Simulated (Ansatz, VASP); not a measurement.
# In13O20 (partly crystallised In2O3): VASP beside Ansatz

Wanted: the spread between two codes on one cell, functional and k mesh. Of the first pair: The structure shown is the start of the Ansatz relaxation below; VASP solves that cell, so the two are compared at the walk's first step.

Calculated with Ansatz 0.2.0; plane waves, with VASP 6.6.1 beside it; PBE.

### 1. The starting structure

The cell holds 99 atoms: 39 In and 60 O. Its edges and angles: a = 11.142 Å, b = 11.142 Å, c = 11.142 Å, α = 90.0°, β = 90.0°, γ = 90.0°. It derives from In2O3 (partly crystallised In2O3). As first built, before any earlier steps moved the atoms or strained the cell (in the runner's words): 100 atoms (40 Sc, 60 O) placed at random at 3.63 g/cm^3, melted at 5000 K for 10 ps at fixed volume with the Morse and Coulomb pair potential with partial charges (Pedone, Malavasi, Menziani, Cormack and Segre, J. Phys. Chem. B 110, 11780 (2006)). Quenched from 5000 K to 300 K at 20 K/ps and fixed volume, held 10 ps at zero pressure, then minimised at fixed cell. Then Sc was replaced by In and the cell scaled by 1.038 (the potential has no terms for the new elements, so the cell is a start for a DFT relaxation). Nearest the centre at fractional (0.897, 0.216, 0.282): O76 at 2.12 Å, O88 at 2.18 Å, O68 at 2.26 Å, O50 at 2.28 Å, O94 at 2.32 Å, O43 at 2.46 Å, In19 at 3.40 Å, In24 at 3.41 Å.

### 2. Ansatz: relaxation, PBE

Ansatz runs on its default PAW (the set named soft_2) files.

The two programs are compared at the cell with which this relaxation starts, whose forces are those of its first step.

The input, input.yaml:

```yaml
crystal:
  lattice:
    - [11.14182, 0.0, 0.0]
    - [0.0, 11.14182, 0.0]
    - [0.0, 0.0, 11.14182]
  atoms:
    - { symbol: In, position: [0.69912, 0.74202, 0.63724] }
    - { symbol: In, position: [0.87966, 0.7074, 0.33311] }
[... 1 atom line left out ...]
    - { symbol: In, position: [0.99246, 0.44379, 0.07488] }
    - { symbol: In, position: [0.03638, 0.21006, 0.57677] }
    - { symbol: In, position: [0.79008, 0.22697, 0.97848] }
[... 1 atom line left out ...]
    - { symbol: In, position: [0.19911, 0.20611, 0.13724] }
[... 2 atom lines left out ...]
    - { symbol: In, position: [0.483, 0.2387, 0.13688] }
    - { symbol: In, position: [0.11126, 0.96076, 0.41829] }
[... 1 atom line left out ...]
    - { symbol: In, position: [0.03462, 0.95534, 0.13944] }
    - { symbol: In, position: [0.57619, 0.24811, 0.40922] }
    - { symbol: In, position: [0.81968, 0.47824, 0.52745] }
    - { symbol: In, position: [0.31171, 0.22019, 0.47087] }
[... 1 atom line left out ...]
    - { symbol: In, position: [0.70969, 0.99413, 0.18776] }
    - { symbol: In, position: [0.06921, 0.4629, 0.36308] }
[... 3 atom lines left out ...]
    - { symbol: In, position: [0.73083, 0.4676, 0.22951] }
    - { symbol: In, position: [0.78231, 0.99696, 0.46913] }
[... 10 atom lines left out ...]
    - { symbol: In, position: [0.10529, 0.18915, 0.86059] }
[... 2 atom lines left out ...]
    - { symbol: In, position: [0.63953, 0.25028, 0.6912] }
[... 3 atom lines left out ...]
    - { symbol: O, position: [0.81959, 0.34492, 0.12089] }
    - { symbol: O, position: [0.98382, 0.57406, 0.22726] }
    - { symbol: O, position: [0.16249, 0.06193, 0.26042] }
[... 4 atom lines left out ...]
    - { symbol: O, position: [0.9548, 0.0956, 0.43713] }
    - { symbol: O, position: [0.86266, 0.85896, 0.58729] }
[... 1 atom line left out ...]
    - { symbol: O, position: [0.6965, 0.86191, 0.04261] }
[... 6 atom lines left out ...]
    - { symbol: O, position: [0.57164, 0.37263, 0.25708] }
    - { symbol: O, position: [0.90976, 0.56444, 0.95167] }
    - { symbol: O, position: [0.02449, 0.0769, 0.7236] }
    - { symbol: O, position: [0.14274, 0.32179, 0.46207] }
    - { symbol: O, position: [0.96709, 0.31152, 0.92051] }
[... 2 atom lines left out ...]
    - { symbol: O, position: [0.42356, 0.15221, 0.31785] }
    - { symbol: O, position: [0.05601, 0.31817, 0.20812] }
[... 2 atom lines left out ...]
    - { symbol: O, position: [0.79058, 0.06508, 0.89413] }
    - { symbol: O, position: [0.65206, 0.37987, 0.54082] }
[... 1 atom line left out ...]
    - { symbol: O, position: [0.03091, 0.82887, 0.30146] }
[... 1 atom line left out ...]
    - { symbol: O, position: [0.88442, 0.07509, 0.15445] }
    - { symbol: O, position: [0.97663, 0.59814, 0.47566] }
    - { symbol: O, position: [0.62905, 0.12735, 0.0707] }
[... 6 atom lines left out ...]
    - { symbol: O, position: [0.1965, 0.08621, 0.54259] }
    - { symbol: O, position: [0.92106, 0.34995, 0.63612] }
[... 1 atom line left out ...]
    - { symbol: O, position: [0.85719, 0.39021, 0.36086] }
    - { symbol: O, position: [0.73334, 0.09468, 0.62724] }
    - { symbol: O, position: [0.71699, 0.65059, 0.21746] }
[... 2 atom lines left out ...]
    - { symbol: O, position: [0.11594, 0.0692, 0.01096] }
    - { symbol: O, position: [0.71477, 0.1328, 0.33979] }
    - { symbol: O, position: [0.23046, 0.30019, 0.96309] }
[... 1 atom line left out ...]
    - { symbol: O, position: [0.32288, 0.35555, 0.18605] }
[... 1 atom line left out ...]
    - { symbol: O, position: [0.77363, 0.87245, 0.32082] }
kpoints:
  mp_grid: { grid: [1, 1, 1] }
hamiltonian:
  xc: pbe
scf:
  occupations: { method: gaussian, width: 0.025 }
output:
  forces: true
  eigenvalues: true
relax:
  f_tol: 0.05
  max_steps: 90
```

Run with:

```console
$ ansatz run input.yaml --threads 4 --pin off --max-ram 8192MiB --backend cpu --events-out ev --progress --plain --runs-dir out
```

Numbers of over 12 decimals in the logs are rounded to 6 here.

Output:

```text
Engine: ansatz 0.2.0, aarch64-unknown-linux-gnu
Pseudopotentials: kind: paw
Pseudopotential: In, paw, valence charge 13, recommended cutoff 420 eV (normal), In.paw.azcp
Pseudopotential: O, paw, valence charge 6, recommended cutoff 420 eV (normal), O.paw.azcp
Functional definition: PBE
  parameter kappa = 0.804
  parameter beta = 0.066725
  exchange = pbe_x(kappa = kappa, mu = beta*pi^2/3)
  correlation = pbe_c(beta = beta)
Crystal: 99 atoms, lattice volume = 1383.147 Å³
Basis set: ecut = 420 eV, 27081 PW (Γ), exchange–correlation on 150×150×150 points (8 copies of the dense FFT grid, shifted against one another)
Bands: 533, of which v1, the nominal top of the filled ones, is band 434 counted from 1 (433 counted from 0)
Symmetry: 1 space group operations
Space group: P1 (ITA 1), of the structure as read, at distance tolerance 1.1e-4 Å
k-points: 1
Non-local potential: In, projectors of the file, l = 0: 2, l = 1: 2, l = 2: 2, l = 3: 2
Non-local potential: O, projectors of the file, l = 0: 2, l = 1: 2, l = 2: 1
PAW form: soft (Blöchl's): semilocal exchange-correlation on the pseudo side does not see the compensation charge
PAW one-centre angular grid: In, 590 points (default); XC on 64 Gauss nodes
PAW one-centre angular grid: O, 110 points (default); XC on 64 Gauss nodes
Initial density: superposition of atomic densities (neutral atoms: chi_scale 0, normalization atom), corrected by the library's trained network
Initial wavefunctions: pseudopotential atomic-orbital guess
Functional: x = pbe(κ = 0.804, μ = 0.219515), c = pbe(β = 0.066725)
SCF iter   1: F=—  HF=-252348.804676 eV  |F-HF|=—  |Δ(HF+E_count)|=         —  Δρ=2.07e-2  dr2=9.07e0  ethr=1.77e-3  ⟨swp⟩=6.0  Hψ=1960  notcnv=0  defer=3
preconditioner: auto → LDOS  [insulator: Δε(μ)=0.150 eV  Ē_g=15.568 eV  σ=0.025 eV  W_gap=0.50  n_scr=388 (ndim 8)  ℏωp=29.4 eV  f_vac=0.055  D(μ)=46.66/eV (n_scr^D=364)  ε∞_Penn≈4.6  β→1.0]
SCF iter   2: F=—  HF=-252348.897640 eV  |F-HF|=—  |Δ(HF+E_count)|=   9.30e-2  Δρ=2.69e-2  dr2=1.20e1  ethr=1.05e-3  ⟨swp⟩=2.0  Hψ=994  notcnv=0  defer=76
SCF iter   3: F=—  HF=-252348.596651 eV  |F-HF|=—  |Δ(HF+E_count)|=   3.01e-1  Δρ=2.36e-2  dr2=1.01e1  ethr=1.05e-3  ⟨swp⟩=1.0  Hψ=442  notcnv=0  defer=76
SCF iter   4: F=—  HF=-252348.437018 eV  |F-HF|=—  |Δ(HF+E_count)|=   1.60e-1  Δρ=1.49e-2  dr2=4.36e0  ethr=1.05e-3  ⟨swp⟩=1.0  Hψ=442  notcnv=0  defer=76
SCF iter   5: F=—  HF=-252348.448502 eV  |F-HF|=—  |Δ(HF+E_count)|=   1.15e-2  Δρ=1.32e-2  dr2=2.66e0  ethr=5.03e-4  ⟨swp⟩=1.0  Hψ=442  notcnv=0  defer=91
SCF iter   6: F=—  HF=-252348.400830 eV  |F-HF|=—  |Δ(HF+E_count)|=   4.77e-2  Δρ=1.36e-2  dr2=3.91e0  ethr=3.07e-4  ⟨swp⟩=1.0  Hψ=442  notcnv=0  defer=91
SCF iter   7: F=—  HF=-252348.351311 eV  |F-HF|=—  |Δ(HF+E_count)|=   4.95e-2  Δρ=1.34e-2  dr2=3.42e0  ethr=3.07e-4  ⟨swp⟩=1.0  Hψ=442  notcnv=0  defer=91
SCF iter   8: F=—  HF=-252348.352649 eV  |F-HF|=—  |Δ(HF+E_count)|=   1.34e-3  Δρ=1.08e-2  dr2=2.26e0  ethr=3.07e-4  ⟨swp⟩=1.0  Hψ=613  notcnv=0  defer=91
SCF iter   9: F=—  HF=-252348.313890 eV  |F-HF|=—  |Δ(HF+E_count)|=   3.88e-2  Δρ=6.47e-3  dr2=7.70e-1  ethr=2.61e-4  ⟨swp⟩=1.0  Hψ=442  notcnv=0  defer=91
SCF iter  10: F=—  HF=-252348.294481 eV  |F-HF|=—  |Δ(HF+E_count)|=   1.94e-2  Δρ=6.63e-3  dr2=8.60e-1  ethr=8.88e-5  ⟨swp⟩=1.0  Hψ=442  notcnv=0  defer=91
SCF iter  11: F=—  HF=-252348.292166 eV  |F-HF|=—  |Δ(HF+E_count)|=   2.32e-3  Δρ=3.10e-3  dr2=2.11e-1  ethr=8.88e-5  ⟨swp⟩=1.0  Hψ=442  notcnv=0  defer=91
SCF iter  12: F=—  HF=-252348.290753 eV  |F-HF|=—  |Δ(HF+E_count)|=   1.41e-3  Δρ=2.46e-3  dr2=1.24e-1  ethr=2.43e-5  ⟨swp⟩=1.0  Hψ=442  notcnv=0  defer=91
SCF iter  13: F=—  HF=-252348.290153 eV  |F-HF|=—  |Δ(HF+E_count)|=   6.01e-4  Δρ=3.26e-3  dr2=2.03e-1  ethr=1.43e-5  ⟨swp⟩=1.0  Hψ=442  notcnv=0  defer=91
SCF iter  14: F=—  HF=-252348.287388 eV  |F-HF|=—  |Δ(HF+E_count)|=   2.76e-3  Δρ=1.46e-3  dr2=4.29e-2  ethr=1.43e-5  ⟨swp⟩=1.0  Hψ=442  notcnv=0  defer=91
SCF iter  15: F=—  HF=-252348.284450 eV  |F-HF|=—  |Δ(HF+E_count)|=   2.94e-3  Δρ=1.11e-3  dr2=2.51e-2  ethr=4.94e-6  ⟨swp⟩=1.0  Hψ=442  notcnv=0  defer=91
SCF iter  16: F=—  HF=-252348.284298 eV  |F-HF|=—  |Δ(HF+E_count)|=   1.52e-4  Δρ=1.08e-3  dr2=2.26e-2  ethr=2.90e-6  ⟨swp⟩=1.0  Hψ=442  notcnv=0  defer=91
SCF iter  17: F=—  HF=-252348.283854 eV  |F-HF|=—  |Δ(HF+E_count)|=   4.44e-4  Δρ=7.16e-4  dr2=9.60e-3  ethr=2.60e-6  ⟨swp⟩=1.0  Hψ=533  notcnv=0  defer=91
SCF iter  18: F=—  HF=-252348.283674 eV  |F-HF|=—  |Δ(HF+E_count)|=   1.80e-4  Δρ=3.91e-4  dr2=3.10e-3  ethr=1.11e-6  ⟨swp⟩=1.0  Hψ=442  notcnv=0  defer=91
SCF iter  19: F=—  HF=-252348.283681 eV  |F-HF|=—  |Δ(HF+E_count)|=   6.10e-6  Δρ=3.07e-4  dr2=1.88e-3  ethr=3.58e-7  ⟨swp⟩=1.0  Hψ=442  notcnv=0  defer=91
SCF iter  20: F=—  HF=-252348.283586 eV  |F-HF|=—  |Δ(HF+E_count)|=   9.42e-5  Δρ=2.22e-4  dr2=9.33e-4  ethr=2.17e-7  ⟨swp⟩=1.0  Hψ=442  notcnv=0  defer=91
[...]
--- Relaxed structure (8 steps of the walk, 8 accepted, 0 SCFs on fresh bases) ---
  F+E_penalty+E_count = -252350.09060566 eV   max|allowed force component| = 4.693e-2 eV/Å
  atoms:
    - { symbol: In, position: [0.699638, 0.741653, 0.641612] }
    - { symbol: In, position: [0.879605, 0.702920, 0.329800] }
    - { symbol: In, position: [0.146455, 0.698364, 0.192763] }
    - { symbol: In, position: [0.991446, 0.453151, 0.068732] }
    - { symbol: In, position: [0.021072, 0.200545, 0.565909] }
    - { symbol: In, position: [0.821300, 0.205768, 1.017960] }
    - { symbol: In, position: [0.897135, 0.445979, 0.797841] }
    - { symbol: In, position: [0.197833, 0.208916, 0.138269] }
    - { symbol: In, position: [0.235124, 0.481105, 0.729274] }
    - { symbol: In, position: [0.574098, 0.487686, 0.862406] }
    - { symbol: In, position: [0.487977, 0.241510, 0.130455] }
    - { symbol: In, position: [0.109648, 0.954591, 0.419661] }
    - { symbol: In, position: [0.321273, 0.472668, 0.025676] }
    - { symbol: In, position: [0.030231, 0.961417, 0.141359] }
    - { symbol: In, position: [0.569142, 0.242944, 0.412153] }
    - { symbol: In, position: [0.819831, 0.476098, 0.526320] }
    - { symbol: In, position: [0.302983, 0.225889, 0.487432] }
    - { symbol: In, position: [0.209425, 0.953834, 0.688361] }
    - { symbol: In, position: [0.703890, 0.991864, 0.196130] }
    - { symbol: In, position: [0.057965, 0.453223, 0.352980] }
    - { symbol: In, position: [0.286504, 0.713908, 0.476704] }
    - { symbol: In, position: [0.397946, 0.494643, 0.297539] }
    - { symbol: In, position: [0.810008, 0.732873, 0.969446] }
    - { symbol: In, position: [0.733948, 0.455954, 0.232850] }
[...]
- { symbol: In, position: [0.856731, 0.977868, 0.747496] }
    - { symbol: In, position: [0.353715, 0.975948, 0.250834] }
    - { symbol: In, position: [0.986460, 0.704659, 0.632421] }
    - { symbol: In, position: [0.603605, 0.756062, 0.363223] }
    - { symbol: In, position: [0.109854, 0.190608, 0.856172] }
    - { symbol: In, position: [0.078060, 0.700396, 0.906667] }
    - { symbol: In, position: [0.533762, 0.740875, 0.078401] }
    - { symbol: In, position: [0.651092, 0.253586, 0.696522] }
    - { symbol: O, position: [0.075074, 0.574384, 0.753901] }
    - { symbol: O, position: [0.466721, 0.632926, 0.420212] }
    - { symbol: O, position: [0.479234, 0.159839, 0.564114] }
    - { symbol: O, position: [0.810981, 0.376986, 0.087039] }
    - { symbol: O, position: [0.984671, 0.583062, 0.219656] }
    - { symbol: O, position: [0.160127, 0.060874, 0.260115] }
    - { symbol: O, position: [0.487332, 0.374879, 0.724982] }
    - { symbol: O, position: [0.557865, 0.630718, 0.709700] }
    - { symbol: O, position: [0.407123, 0.383052, 0.453840] }
    - { symbol: O, position: [0.479593, 0.354134, 0.972797] }
    - { symbol: O, position: [0.955068, 0.063057, 0.454601] }
    - { symbol: O, position: [0.860458, 0.852383, 0.595510] }
    - { symbol: O, position: [0.827764, 0.593343, 0.684266] }
    - { symbol: O, position: [0.693917, 0.863961, 0.045249] }
    - { symbol: O, position: [0.728583, 0.645385, 0.467373] }
    - { symbol: O, position: [0.214398, 0.818894, 0.840690] }
    - { symbol: O, position: [0.131197, 0.816271, 0.571913] }
    - { symbol: O, position: [0.418995, 0.599603, 0.137916] }
    - { symbol: O, position: [0.275226, 0.078034, 0.821372] }
    - { symbol: O, position: [0.615645, 0.873999, 0.516300] }
    - { symbol: O, position: [0.571859, 0.364483, 0.258960] }
    - { symbol: O, position: [0.916156, 0.574514, 0.942057] }
    - { symbol: O, position: [0.025380, 0.076404, 0.725365] }
    - { symbol: O, position: [0.133685, 0.319690, 0.464565] }
[...]
- { symbol: O, position: [0.228610, 0.297666, 0.707823] }
    - { symbol: O, position: [0.116101, 0.074519, 0.012186] }
    - { symbol: O, position: [0.682280, 0.104686, 0.351739] }
    - { symbol: O, position: [0.237033, 0.304665, 0.954650] }
    - { symbol: O, position: [0.522094, 0.870371, 0.227600] }
    - { symbol: O, position: [0.330229, 0.352662, 0.181435] }
    - { symbol: O, position: [0.236797, 0.855674, 0.128060] }
    - { symbol: O, position: [0.773697, 0.863596, 0.322657] }
```

### 3. VASP: single point, PBE, start cell, pair 1

The same cell, functional, mesh and smearing now go to VASP, with its own data sets.

Lines of VASP's logs that name or quote its potential files are left out, and so is its time.

The input, INCAR:

```
SYSTEM = In13O20
PREC = Accurate
ENCUT = 520
EDIFF = 1E-06
NELM = 120
ISMEAR = 0
SIGMA = 0.025
LREAL = Auto
ALGO = Normal
GGA = PE
NBANDS = 504
LORBIT = 11
LWAVE = .FALSE.
LCHARG = .FALSE.
ISIF = 2
LASPH = .TRUE.
GGA_COMPAT = .FALSE.
NCORE = 2
```

The input, POSCAR:

```
In13O20
1.0
   11.1418200000      0.0000000000      0.0000000000
    0.0000000000     11.1418200000      0.0000000000
    0.0000000000      0.0000000000     11.1418200000
In O
39 60
Direct
    0.6991227645      0.7420241935      0.6372387994
    0.8796587990      0.7073978937      0.3331143386
[... 1 atom line left out ...]
    0.9924590417      0.4437874602      0.0748800465
    0.0363764627      0.2100644239      0.5767729150
    0.7900773841      0.2269736901      0.9784756889
[... 1 atom line left out ...]
    0.1991057116      0.2061063632      0.1372396969
[... 2 atom lines left out ...]
    0.4830000844      0.2387042691      0.1368806892
    0.1112565093      0.9607586552      0.4182889330
[... 1 atom line left out ...]
    0.0346173246      0.9553376378      0.1394386195
    0.5761895274      0.2481102728      0.4092239867
    0.8196775751      0.4782432314      0.5274542220
    0.3117085000      0.2201884432      0.4708656216
[... 1 atom line left out ...]
    0.7096865683      0.9941284279      0.1877610660
    0.0692077237      0.4628956490      0.3630825126
[... 3 atom lines left out ...]
    0.7308321262      0.4675986508      0.2295136701
    0.7823138410      0.9969556141      0.4691334091
[... 10 atom lines left out ...]
    0.1052880050      0.1891522211      0.8605865110
[... 2 atom lines left out ...]
    0.6395274740      0.2502822699      0.6911976679
[... 3 atom lines left out ...]
    0.8195878232      0.3449167192      0.1208868928
    0.9838159295      0.5740624063      0.2272608963
    0.1624869187      0.0619288411      0.2604242395
[... 4 atom lines left out ...]
    0.9547991262      0.0956037703      0.4371278660
    0.8626597809      0.8589620008      0.5872918428
[... 1 atom line left out ...]
    0.6965020078      0.8619058646      0.0426142228
[... 6 atom lines left out ...]
    0.5716391038      0.3726321193      0.2570764920
    0.9097616009      0.5644409980      0.9516667833
    0.0244933054      0.0768994653      0.7235981195
    0.1427414911      0.3217876433      0.4620699311
    0.9670861673      0.3115200210      0.9205138837
[... 2 atom lines left out ...]
    0.4235573721      0.1522103211      0.3178475330
    0.0560141880      0.3181706400      0.2081168068
[... 2 atom lines left out ...]
    0.7905799950      0.0650791343      0.8941268123
    0.6520568453      0.3798661260      0.5408182864
[... 1 atom line left out ...]
    0.0309105694      0.8288681741      0.3014588281
[... 1 atom line left out ...]
    0.8844156520      0.0750864760      0.1544541197
    0.9766267989      0.5981428528      0.4756583754
    0.6290534222      0.1273490327      0.0706976060
[... 6 atom lines left out ...]
    0.1965029053      0.0862067418      0.5425863997
    0.9210613706      0.3499518032      0.6361169001
[... 1 atom line left out ...]
    0.8571938875      0.3902055499      0.3608566644
    0.7333362054      0.0946793253      0.6272404329
    0.7169923765      0.6505938886      0.2174599841
[... 2 atom lines left out ...]
    0.1159415607      0.0691987485      0.0109587123
    0.7147665283      0.1327969757      0.3397918832
    0.2304560655      0.3001933257      0.9630922058
[... 1 atom line left out ...]
    0.3228826170      0.3555523245      0.1860468038
[... 1 atom line left out ...]
    0.7736258529      0.8724517179      0.3208183223
```

The input, KPOINTS:

```
Automatic mesh
0
Gamma
1 1 1
0 0 0
```

The projector-augmented-wave data sets are In_d and O (PBE family, release 64).

Run with:

```console
$ mpirun -np 8 vasp_gam
```

Output:

```text
[banner, memory and clock lines left out]
running    8 mpi-ranks, on    1 nodes
[...]
LDA part: xc-table for (Slater+PW92), standard interpolation
 POSCAR, INCAR and KPOINTS ok, starting setup
[...]
entering main loop
       N       E                     dE             d eps       ncg     rms          rms(c)
DAV:   1     0.213841131249E+05    0.21384E+05   -0.36849E+05  1008   0.277E+03
DAV:   2     0.587095960772E+04   -0.15513E+05   -0.14990E+05  1008   0.873E+02
DAV:   3     0.530474708567E+03   -0.53405E+04   -0.50562E+04  1008   0.391E+02
DAV:   4    -0.565858331282E+03   -0.10963E+04   -0.10592E+04  1360   0.173E+02
[...]
DAV:  33    -0.533836276735E+03   -0.96856E-06   -0.12102E-05   792   0.696E-03    0.309E-02
DAV:  34    -0.533836275367E+03    0.13673E-05   -0.91235E-06   568   0.731E-03    0.112E-02
DAV:  35    -0.533836275856E+03   -0.48848E-06   -0.10380E-06   528   0.377E-03
   1 F= -.53383628E+03 E0= -.53381566E+03  d E =-.412351E-01
```

OUTCAR, selected parts (step 3):

```text
  FREE ENERGIE OF THE ION-ELECTRON SYSTEM (eV)
  ---------------------------------------------------
  free  energy   TOTEN  =      -533.8362758557 eV

  energy  without entropy=     -533.7950407673  energy(sigma->0) =     -533.81565831
```

The run ends at a pressure of -1.55 GPa, with forces up to 1.5 eV/Å.

### 4. Comparison

Known differences besides the potentials themselves: the cutoff is 420 eV in Ansatz and 520 eV in VASP (PREC = Accurate, projectors in real space). Total energies have different zeros and are not compared.

Forces on 10 of the 99 atoms, those with the largest forces and the largest differences (eV/Å; atoms numbered as in POSCAR):

```tsv
atom	Ansatz x, y, z	VASP x, y, z
In6	0.239, 0.397, 1.055	0.254, 0.392, 1.081
In24	0.632, -0.918, 0.141	0.628, -0.904, 0.148
In25	0.518, 0.780, -0.828	0.522, 0.768, -0.825
O50	0.420, -1.129, 0.937	0.417, -1.135, 0.917
O68	0.804, 0.856, -0.470	0.798, 0.852, -0.443
O76	-0.193, -0.645, -0.581	-0.189, -0.600, -0.590
O88	-0.211, 1.063, 0.297	-0.189, 1.032, 0.282
O90	-0.107, 0.282, -0.009	-0.127, 0.324, -0.028
O92	-0.037, -0.029, -0.027	-0.050, -0.074, -0.042
O94	-0.894, -0.763, 0.363	-0.884, -0.755, 0.344
```

The forces differ by 12 meV/Å r.m.s., which is 4.6 % of the r.m.s. force of 0.266 eV/Å (both taken over all components).

### 5. Ansatz: relaxation, PBE

This run makes the geometry at which the two programs are then compared.

The structure compared here is the end of the Ansatz relaxation.

This is the run of step 2 again, met here at its other cell.

[end of part 1 of 2]

[Lines on the potential files, build, host, timing and source positions are cut from VASP's logs without a mark.]

[Logs are printed without paths, hosts, clocks, repeated set-up lines and the standing remarks that a program may print on its own settings, such as how far it seeks lower states.]

[Hosts, paths, dates, database ids (printed as entryN), source tags and the programs' standing remarks are cut or masked in the printed files.]
